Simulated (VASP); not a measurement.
# Rb2Re: structure and properties in VASP, part 3 of 3

What structure does Rb2Re take at this level, and what are its properties? The cell is generated by rule, not measured, and may not be a known phase. Left out of this account: 2 further runs (bands with PBE + SOC: VASP's path bands are not those of the converged potential at this level; relaxation: a spoilt try).

VASP 6.6.1; PBE; plane waves and PAW (Rb_sv, Re); invented cell.

Still holding for the runs below: This run has no spin polarisation. Its electron count is odd, so without a moment it is a metal by construction. The k-mesh is coarse for a metal.

So far. Step 4 (Second relaxation): It ends with forces that vanish by symmetry and a pressure of 0.02 GPa. The volume moved by under 0.01 %: the run met its threshold at the first step. Step 5 (Density, ELF and potential (PBE)): In this run the pressure is 0.02 GPa, small enough to go on. The relaxed cell has a = 6.546, c = 2.883 Å (conventional setting).

**6. Bands along the symmetry lines (PBE)**

The mesh alone shows little of the dispersion and can miss band extrema, so KPOINTS_OPT adds a path through the symmetry points after the self-consistent cycle.

INCAR reads:

```
SYSTEM = Rb2Re
PREC = Accurate
ENCUT = 400
EDIFF = 1E-06
NELM = 100
ISMEAR = -1
SIGMA = 0.05
LREAL = .FALSE.
ALGO = Normal
GGA = PE
NBANDS = 25
LORBIT = 11
LWAVE = .FALSE.
LCHARG = .FALSE.
```

POSCAR reads:

```
Rb2Re
1.0
    6.5455653100      0.0000000000      0.0000000000
    0.0000000000      6.5455653100      0.0000000000
    0.0000000000      0.0000000000      2.8834887000
Rb Re
2 1
Direct
    0.5000000000      0.0000000000      0.5000000000
    0.0000000000      0.5000000000      0.5000000000
    0.0000000000      0.0000000000      0.0000000000
```

KPOINTS reads:

```
Automatic mesh
0
Gamma
4 4 8
0 0 0
```

KPOINTS_OPT reads:

```
Line mode
16
Line-mode
Reciprocal
  0.00000000   0.00000000   0.00000000 GAMMA
  0.00000000   0.50000000   0.00000000 X

  0.00000000   0.50000000   0.00000000 X
  0.50000000   0.50000000   0.00000000 M

  0.50000000   0.50000000   0.00000000 M
  0.00000000   0.00000000   0.00000000 GAMMA

  0.00000000   0.00000000   0.00000000 GAMMA
  0.00000000   0.00000000   0.50000000 Z

  0.00000000   0.00000000   0.50000000 Z
  0.00000000   0.50000000   0.50000000 R

  0.00000000   0.50000000   0.50000000 R
  0.50000000   0.50000000   0.50000000 A

  0.50000000   0.50000000   0.50000000 A
  0.00000000   0.00000000   0.50000000 Z

  0.00000000   0.50000000   0.00000000 X
  0.00000000   0.50000000   0.50000000 R

  0.50000000   0.50000000   0.00000000 M
  0.50000000   0.50000000   0.50000000 A
```

The projector-augmented-wave data sets are Rb_sv and Re (PBE family, release 64).

Started as:

```
$ mpirun -np 1 vasp_std
```

Numbers of over 12 decimals in the logs are rounded to 6 here.

The log of the run:

```text
[... set-up lines as in an earlier step ...]
 entering main loop
       N       E                     dE             d eps       ncg     rms          rms(c)
DAV:   1     0.101504105446E+03    0.10150E+03   -0.90432E+03  2277   0.739E+02
DAV:   2    -0.230717486646E+01   -0.10381E+03   -0.99417E+02  2567   0.223E+02
DAV:   3    -0.859421621322E+01   -0.62870E+01   -0.61932E+01  2688   0.474E+01
DAV:   4    -0.951931065536E+01   -0.92509E+00   -0.92369E+00  2464   0.761E+00
[...]
DAV:  13    -0.865799690303E+01   -0.14717E-04   -0.52777E-05  2224   0.459E-02    0.181E-02
DAV:  14    -0.865799493246E+01    0.19706E-05   -0.48246E-05  2048   0.332E-02    0.497E-03
DAV:  15    -0.865799534489E+01   -0.41243E-06   -0.58342E-06  1926   0.155E-02
   1 F= -.86579953E+01 E0= -.86310545E+01  d E =-.538817E-01
 Start KPOINTS_OPT (optional k-point list driver)
k-point batch [1-30\144]
       N       E                     dE             ncg
DAV:   1    -0.370116168347E+04   -0.93036E+04     2270
DAV:   2    -0.683075545095E+04   -0.31296E+04     2510
DAV:   3    -0.706402954083E+04   -0.23327E+03     2728
DAV:   4    -0.709811249490E+04   -0.34083E+02     2264
[...]
DAV:  25    -0.709920741214E+04    0.99993E+04      858
DAV:  26    -0.633092129539E+06   -0.62599E+06      888
DAV:  27    -0.165747145315E+06    0.46734E+06      890
 WARNING: Sub-Space-Matrix is not hermitian in DAV            5
  1.391350278399891E-004
 WARNING: Sub-Space-Matrix is not hermitian in DAV            6
  9.718847128670140E-005
DAV:  28    -0.234295671901E+06   -0.68549E+05      898
 WARNING: Sub-Space-Matrix is not hermitian in DAV           14
  6.070965340282456E-004
 WARNING: Sub-Space-Matrix is not hermitian in DAV            4
 -9.278072143053574E-005
 WARNING: Sub-Space-Matrix is not hermitian in DAV            5
  1.682983436051705E-004
 WARNING: Sub-Space-Matrix is not hermitian in DAV            6
 -1.967994845434760E-004
DAV:  29    -0.317059248971E+07   -0.29363E+07      900
 WARNING: Sub-Space-Matrix is not hermitian in DAV            3
  4.494847396894084E-004
 WARNING: Sub-Space-Matrix is not hermitian in DAV           19
  6.406300797091703E-004
 WARNING: Sub-Space-Matrix is not hermitian in DAV           29
  6.916346511845770E-004
 WARNING: Sub-Space-Matrix is not hermitian in DAV           37
  7.721825025501145E-004
 WARNING: Sub-Space-Matrix is not hermitian in DAV            8
 -2.831666474190195E-004
 WARNING: Sub-Space-Matrix is not hermitian in DAV           14
 -4.620359534582862E-004
 WARNING: Sub-Space-Matrix is not hermitian in DAV           15
 -4.590703313102081E-004
 WARNING: Sub-Space-Matrix is not hermitian in DAV            3
  1.000122222401757E-005
 WARNING: Sub-Space-Matrix is not hermitian in DAV            4
  3.479105906097523E-005
 WARNING: Sub-Space-Matrix is not hermitian in DAV            5
 -1.614105480884172E-004
[...]
6.927358
 WARNING: Sub-Space-Matrix is not hermitian in DAV           11
   15.469334
 WARNING: Sub-Space-Matrix is not hermitian in DAV           12
   6.160127
 WARNING: Sub-Space-Matrix is not hermitian in DAV           13
   21.146257
 WARNING: Sub-Space-Matrix is not hermitian in DAV           14
   23.890235
 WARNING: Sub-Space-Matrix is not hermitian in DAV           15
   16.338201
 WARNING: Sub-Space-Matrix is not hermitian in DAV           16
   16.932153
 WARNING: Sub-Space-Matrix is not hermitian in DAV           17
   3.172249
 WARNING: Sub-Space-Matrix is not hermitian in DAV           18
   19.387821
 WARNING: Sub-Space-Matrix is not hermitian in DAV           19
   17.404101
 WARNING: Sub-Space-Matrix is not hermitian in DAV           20
   8.154790
 WARNING: Sub-Space-Matrix is not hermitian in DAV           21
   34.628379
 WARNING: Sub-Space-Matrix is not hermitian in DAV           22
   35.996145
 WARNING: Sub-Space-Matrix is not hermitian in DAV           23
   38.810902
 WARNING: Sub-Space-Matrix is not hermitian in DAV           24
   32.883215
 WARNING: Sub-Space-Matrix is not hermitian in DAV            1
  -14.721223
 WARNING: Sub-Space-Matrix is not hermitian in DAV            2
  -5.321459
 WARNING: Sub-Space-Matrix is not hermitian in DAV            3
  -2.852735
 WARNING: Sub-Space-Matrix is not hermitian in DAV            4
 -0.654588
 WARNING: Sub-Space-Matrix is not hermitian in DAV            5
   1.103092
 WARNING: Sub-Space-Matrix is not hermitian in DAV            6
  -1.344271
 WARNING: Sub-Space-Matrix is not hermitian in DAV            7
  -47.790297
 WARNING: Sub-Space-Matrix is not hermitian in DAV            8
  -1.162384
 WARNING: Sub-Space-Matrix is not hermitian in DAV            9
   5.739629
 WARNING: Sub-Space-Matrix is not hermitian in DAV           10
   1.647142
 WARNING: Sub-Space-Matrix is not hermitian in DAV           11
  -2.680059
 WARNING: Sub-Space-Matrix is not hermitian in DAV           12
   1.521689
 WARNING: Sub-Space-Matrix is not hermitian in DAV           13
  4.668681137212342E-002
 WARNING: Sub-Space-Matrix is not hermitian in DAV           14
 -0.713856
 WARNING: Sub-Space-Matrix is not hermitian in DAV           15
  -1.971699
 WARNING: Sub-Space-Matrix is not hermitian in DAV           16
  -2.851905
 -----------------------------------------------------------------------------
|                                                                             |
|     EEEEEEE  RRRRRR   RRRRRR   OOOOOOO  RRRRRR      ###     ###     ###     |
|     E        R     R  R     R  O     O  R     R     ###     ###     ###     |
|     E        R     R  R     R  O     O  R     R     ###     ###     ###     |
|     EEEEE    RRRRRR   RRRRRR   O     O  RRRRRR       #       #       #      |
|     E        R   R    R   R    O     O  R   R                               |
|     E        R    R   R    R   O     O  R    R      ###     ###     ###     |
|     EEEEEEE  R     R  R     R  OOOOOOO  R     R     ###     ###     ###     |
|                                                                             |
|     EDDAV: Call to ZHEGV failed. Returncode = 11 2 16                       |
|                                                                             |
|       ---->  I REFUSE TO CONTINUE WITH THIS SICK JOB ... BYE!!! <----       |
|                                                                             |
 -----------------------------------------------------------------------------

1
```

Run time: 8.6 min. Hardware: 1 MPI rank of AMD EPYC 7R43, shared host.

The run ended with an error.

VASP's message: “EDDAV: Call to ZHEGV failed. Returncode = 11 2 16”. No number of this run is used.

**7. Density of states (PBE)**

Here the states are counted by energy and projected on the atoms. The mesh is finer than in the run before.

INCAR, as its differences from that of step 6:

```diff
@@ -5,3 +5,3 @@
 NELM = 100
-ISMEAR = -1
+ISMEAR = -5
 SIGMA = 0.05
@@ -14 +14,2 @@
 LCHARG = .FALSE.
+NEDOS = 2001
```

POSCAR is that of step 6.

KPOINTS reads:

```
Automatic mesh
0
Gamma
5 5 11
0 0 0
```

Started as:

```
$ mpirun -np 1 vasp_std
```

The log of the run:

```text
[... set-up lines as in an earlier step ...]
 entering main loop
       N       E                     dE             d eps       ncg     rms          rms(c)
DAV:   1     0.101046493203E+03    0.10105E+03   -0.91451E+03  2740   0.735E+02
DAV:   2    -0.306068999338E+01   -0.10411E+03   -0.99825E+02  3151   0.228E+02
DAV:   3    -0.880577614496E+01   -0.57451E+01   -0.56782E+01  3112   0.459E+01
DAV:   4    -0.943451768673E+01   -0.62874E+00   -0.62732E+00  3024   0.684E+00
DAV:   5    -0.945965794966E+01   -0.25140E-01   -0.25041E-01  2768   0.157E+00    0.106E+01
DAV:   6    -0.889451437703E+01    0.56514E+00   -0.66703E-01  2984   0.252E+00    0.662E+00
DAV:   7    -0.870232750032E+01    0.19219E+00   -0.98338E-01  2952   0.100E+01    0.275E+00
DAV:   8    -0.860883964092E+01    0.93488E-01   -0.44755E-01  3040   0.290E+00    0.172E+00
DAV:   9    -0.861868330888E+01   -0.98437E-02   -0.78912E-02  2904   0.193E+00    0.510E-01
DAV:  10    -0.860644885823E+01    0.12234E-01   -0.29949E-02  2880   0.411E-01    0.150E-01
DAV:  11    -0.860579838603E+01    0.65047E-03   -0.25647E-03  2840   0.247E-01    0.443E-02
DAV:  12    -0.860579289725E+01    0.54888E-05   -0.23396E-04  2959   0.489E-02    0.207E-02
DAV:  13    -0.860582754585E+01   -0.34649E-04   -0.22120E-05  2240   0.190E-02    0.145E-02
DAV:  14    -0.860581079965E+01    0.16746E-04   -0.24053E-05  2486   0.173E-02    0.513E-03
DAV:  15    -0.860580538199E+01    0.54177E-05   -0.27976E-06  2168   0.891E-03    0.155E-03
DAV:  16    -0.860580534107E+01    0.40919E-07   -0.37657E-07  1752   0.753E-03
   1 F= -.86058053E+01 E0= -.86058053E+01  d E =0.000000E+00
 -----------------------------------------------------------------------------
|                                                                             |
|           W    W    AA    RRRRR   N    N  II  N    N   GGGG   !!!           |
|           W    W   A  A   R    R  NN   N  II  NN   N  G    G  !!!           |
|           W    W  A    A  R    R  N N  N  II  N N  N  G       !!!           |
|           W WW W  AAAAAA  RRRRR   N  N N  II  N  N N  G  GGG   !            |
|           WW  WW  A    A  R   R   N   NN  II  N   NN  G    G                |
|           W    W  A    A  R    R  N    N  II  N    N   GGGG   !!!           |
|                                                                             |
|     Tetrahedron method does not include variations of the Fermi             |
|     occupations, so forces and stress will be inaccurate. We suggest        |
|     using a different smearing scheme ISMEAR = 1 or 2 for metals in         |
|     relaxations.                                                            |
|                                                                             |
 -----------------------------------------------------------------------------
```

Run time: 1.7 min. Hardware: 1 MPI rank; peak memory 0.21 GiB.

Parts of OUTCAR (step 7):

```text
   k-points           NKPTS =     36   k-points in BZ     NKDIM =     36   number of bands    NBANDS=     25

   NELECT =      25.0000    total number of electrons

 E-fermi :   1.3342

 k-point     1 :       0.0000    0.0000    0.0000
  band No.  band energies     occupation
    ...
      8      -9.2337      2.00000
      9      -2.9460      2.00000
     10      -0.4639      2.00000
     11       0.4266      2.00000
     12       0.5749      2.00000
     13       1.4604      0.00000
     14       3.0942      0.00000
     15       3.0942      0.00000
     16       3.1977      0.00000
     17       3.1977      0.00000
    ...

  Total       -0.0577543     -0.0577543      0.1198160      0.0000000      0.0000000      0.0000000
  in kB       -0.7490015     -0.7490015      1.5538634      0.0000000      0.0000000      0.0000000
  external PRESSURE =       0.0186201 kB  Pullay stress =       0.0000000 kB

  FREE ENERGIE OF THE ION-ELECTRON SYSTEM (eV)
  ---------------------------------------------------
  free  energy   TOTEN  =        -8.6058053411 eV

  energy  without entropy=       -8.6058053411  energy(sigma->0) =       -8.60580534

[... 7 parts as in an earlier step ...]

[... 10 further parts left out ...]
```

The DOS at the Fermi level is high for the number of transition-metal atoms. It is one value on this mesh and may be a narrow spike; if it stands, a magnetic instability is possible, which a run without spin can't show. With tetrahedra the forces and stress of a metal are not exact derivatives of the energy.

This step gave:

| Property | Result |
| --- | --- |
| SCF cycles | 16 |
| bands | 25 |
| irreducible k-points | 36 |
| free energy (TOTEN) | -8.606 eV |
| Fermi energy | 1.334 eV |
| pressure | 0.001862 GPa |
| DOS at the Fermi level | 7.743 states/eV/cell |

The density of states has structure finer than the step of the table below, so its rows give means over 1 eV, whole bins alone (the curve runs from -12.0 to 3.65 eV). Peaks (eV: height): total -12.0: 18.1, -11.7: 9.81, -0.5: 8.51, -0.1: 9.18; Re d -0.9: 3.77, -0.5: 4.84, -0.2: 5.19, -0.1: 5.51; Rb d -0.1: 0.139, 2.3: 0.407, 3.2: 0.858; Rb p -12.0: 16.1, -11.7: 8.80.

States under -12.0 eV and over 3.7 eV are left out. Table of density of states by energy, zero at the Fermi level; means over each step; values in states/eV/cell:

```csv
energy (eV),total,Re d,Rb d,Rb p
-11,1.14,7.8e-5,0.00233,1.06
-10,0,0,0,0
-9,0,0,0,0
-8,0,0,0,0
-7,0,0,0,0
-6,0,0,0,0
-5,0,0,0,0
-4,0.437,0.0670,0.00207,0.00945
-3,0.438,0.0423,0.00300,0.0120
-2,0.778,0.268,0.00780,0.0130
-1,4.54,2.57,0.0575,0.0594
0,4.66,2.79,0.0706,0.0673
1,1.99,0.643,0.0620,0.0451
2,3.44,0.885,0.284,0.0784
3,2.08,0.234,0.336,0.0390
```

The finer mesh and the other smearing move the Fermi level by -0.02 eV from the 4×4×8 run, a small shift, which tests the Fermi level alone. Of the states within 0.3 eV of the Fermi level, the largest shares in the PAW spheres are Re d 61 %. The rest lies in smaller channels or between the spheres.

**8. Optical spectrum (PBE)**

LOPTICS sums transitions from filled to empty bands. NBANDS is raised for it.

INCAR reads:

```
SYSTEM = Rb2Re
PREC = Accurate
ENCUT = 400
EDIFF = 1E-06
NELM = 100
ISMEAR = -1
SIGMA = 0.05
LREAL = .FALSE.
ALGO = Normal
GGA = PE
NBANDS = 36
LORBIT = 11
LWAVE = .FALSE.
LCHARG = .FALSE.
LOPTICS = .TRUE.
NEDOS = 1500
CSHIFT = 0.1
```

POSCAR is that of step 7.

KPOINTS is that of step 7.

Started as:

```
$ mpirun -np 1 vasp_std
```

The log of the run:

```text
[... set-up lines as in an earlier step ...]
 entering main loop
       N       E                     dE             d eps       ncg     rms          rms(c)
DAV:   1     0.963186670065E+02    0.96319E+02   -0.85946E+03  4008   0.509E+02
DAV:   2    -0.356382406031E+01   -0.99882E+02   -0.94936E+02  4440   0.163E+02
DAV:   3    -0.884711156418E+01   -0.52833E+01   -0.51774E+01  4432   0.322E+01
DAV:   4    -0.945905283571E+01   -0.61194E+00   -0.61020E+00  4160   0.470E+00
DAV:   5    -0.948062225427E+01   -0.21569E-01   -0.21514E-01  3928   0.988E-01    0.106E+01
DAV:   6    -0.891039675042E+01    0.57023E+00   -0.55752E-01  4272   0.171E+00    0.660E+00
DAV:   7    -0.872871088178E+01    0.18169E+00   -0.76762E-01  4240   0.701E+00    0.278E+00
DAV:   8    -0.862353483711E+01    0.10518E+00   -0.39306E-01  4296   0.207E+00    0.168E+00
DAV:   9    -0.862717930141E+01   -0.36445E-02   -0.32133E-02  4344   0.110E+00    0.385E-01
DAV:  10    -0.862062912461E+01    0.65502E-02   -0.18397E-02  4144   0.238E-01    0.864E-02
DAV:  11    -0.862047866592E+01    0.15046E-03   -0.73710E-04  3944   0.978E-02    0.335E-02
DAV:  12    -0.862050992040E+01   -0.31254E-04   -0.64420E-05  3832   0.216E-02    0.205E-02
DAV:  13    -0.862052405421E+01   -0.14134E-04   -0.72850E-06  3352   0.952E-03    0.132E-02
DAV:  14    -0.862052176134E+01    0.22929E-05   -0.35972E-05  3832   0.124E-02    0.317E-03
DAV:  15    -0.862052219381E+01   -0.43247E-06   -0.86049E-07  3176   0.289E-03
   1 F= -.86205222E+01 E0= -.85918318E+01  d E =-.573809E-01
 optical routines
 imaginary and real dielectric function
 recalculating local potential from charge density
 direction            1
 direction            2
 direction            3
```

The job ended after 3.4 min (1 MPI rank; peak memory 0.3 GiB).

From OUTCAR (step 8):

```text
   k-points           NKPTS =     36   k-points in BZ     NKDIM =     36   number of bands    NBANDS=     36

   NELECT =      25.0000    total number of electrons

 E-fermi :   1.3334

 k-point     1 :       0.0000    0.0000    0.0000
  band No.  band energies     occupation
    ...
      8      -9.2343      2.00000
      9      -2.9226      2.00000
     10      -0.4441      2.00000
     11       0.4366      2.00000
     12       0.5897      2.00000
     13       1.4600      0.14724
     14       3.1199      0.00000
     15       3.1199      0.00000
     16       3.2021      0.00000
     17       3.2021      0.00000
    ...

  Total       -0.0203733     -0.0203733      0.2690410      0.0000000     -0.0000000     -0.0000000
  in kB       -0.2642156     -0.2642156      3.4891248      0.0000000     -0.0000000     -0.0000000
  external PRESSURE =       0.9868978 kB  Pullay stress =       0.0000000 kB

  FREE ENERGIE OF THE ION-ELECTRON SYSTEM (eV)
  ---------------------------------------------------
  free  energy   TOTEN  =        -8.6205221938 eV

  energy  without entropy=       -8.5631413346  energy(sigma->0) =       -8.59183176

 plasma frequency squared (from intraband transitions) (eV^2)
  --------------------------------------------------------------------------------------
       3.807       0.000      -0.000
       0.000       3.807      -0.000
      -0.000       0.000      15.173

[... 8 parts as in an earlier step ...]

[... 9 further parts left out ...]
```

Spin-orbit coupling is off here; with elements this heavy it splits and shifts levels by tenths of an eV or more. These are independent-particle spectra without excitons or local fields, and fine structure depends on the mesh and on CSHIFT. The intraband (Drude) part is not in this spectrum.

This step gave:

```
SCF cycles              : 15
bands                   : 36
free energy (TOTEN)     : -8.621 eV
energy at zero smearing : -8.592 eV
Fermi energy            : 1.333 eV
pressure                : 0.09869 GPa
```

The imaginary dielectric function has structure finer than the step of the table below, so its rows give means over 1 eV, whole bins alone (the curve runs from 0 to 25.0 eV). Peaks (eV: height): xx 0.2: 67.4; zz 0.2: 86.6.

Table of imaginary dielectric function by photon energy; means over each step:

```csv
photon energy (eV),xx,zz
1,11.3,14.1
2,6.34,13.1
3,4.98,4.13
4,2.90,1.08
5,1.85,0.987
6,1.81,0.996
7,1.76,0.690
8,0.891,0.531
9,1.07,0.519
10,0.700,0.479
11,0.388,0.539
12,0.523,0.499
13,0.767,0.553
14,0.793,2.45
15,0.666,3.10
16,1.26,1.30
17,1.25,0.777
18,1.37,1.49
19,1.62,0.511
20,1.27,0.551
21,1.20,0.603
22,0.606,0.461
23,0.313,0.581
24,0.280,0.286
```

Real dielectric function against photon energy:

```csv
photon energy (eV),xx,zz
0.0,96.6,139
0.5,-3.81,-0.394
1.0,1.26,8.41
1.5,1.92,3.39
2.0,0.320,1.30
2.5,1.55,-6.19
3.0,0.206,-4.03
3.5,-0.269,-2.88
4.0,0.318,-1.06
4.5,0.0200,-0.110
5.0,0.350,0.227
5.5,0.857,0.451
6.0,1.06,0.627
6.5,0.659,0.432
7.0,0.241,0.712
7.5,0.0602,0.793
8.0,0.725,0.971
8.5,0.827,1.05
9.0,0.608,1.20
9.5,0.590,1.16
10.0,0.561,1.39
10.5,0.732,1.43
11.0,0.871,1.45
11.5,1.18,1.55
12.0,1.34,1.67
12.5,1.38,1.82
13.0,1.36,2.37
13.5,1.23,2.85
14.0,1.21,3.42
14.5,1.22,0.412
15.0,1.32,2.85
15.5,1.70,-1.95
16.0,1.61,-0.385
16.5,1.13,8.4e-4
17.0,1.23,0.432
17.5,1.04,1.14
18.0,1.20,-0.465
18.5,0.846,-0.346
19.0,0.808,0.0861
19.5,0.268,0.397
20.0,0.202,0.264
20.5,0.308,0.475
21.0,0.0701,0.313
21.5,-0.236,0.287
22.0,-0.206,0.495
22.5,-0.0206,0.362
23.0,0.117,0.463
23.5,0.196,0.0178
24.0,0.322,0.172
24.5,0.279,0.297
```

**9. Summary of results**

```json
{
 "relaxed volume": "41.18 Å³/atom",
 "relaxed conventional cell a, b, c": "6.546, 6.546, 2.883 Å",
 "space group after relaxing, within 0.02 Å": "P4/mmm (No. 123)",
 "DOS at the Fermi level": "7.74 states/eV/cell"
}
```

What this shows: With PBE, Rb2Re relaxes to 41.18 Å³/atom in space group P4/mmm. Not obtained: bands along the symmetry lines (PBE), because the run crashed. Spin-orbit coupling is left out, and with elements this heavy it would split and shift bands near the Fermi level. The k-sampling is coarse for a metal, so the Fermi level, pressures and the shape of the cell carry errors. With an odd electron count and no spin the cell is a metal by construction. No search among competing phases was made. All values are for a static lattice at zero temperature.

[Lines on the potential files, build, host, timing and source positions are cut from VASP's logs without a mark.]

[Logs are printed without paths, hosts, clocks, repeated set-up lines and the standing remarks that a program may print on its own settings, such as how far it seeks lower states.]

[Hosts, paths, dates, database ids (printed as entryN), source tags and the programs' standing remarks are cut or masked in the printed files.]

[A measured line is paired with the nearest computed mode of its activity, which favours agreement.]
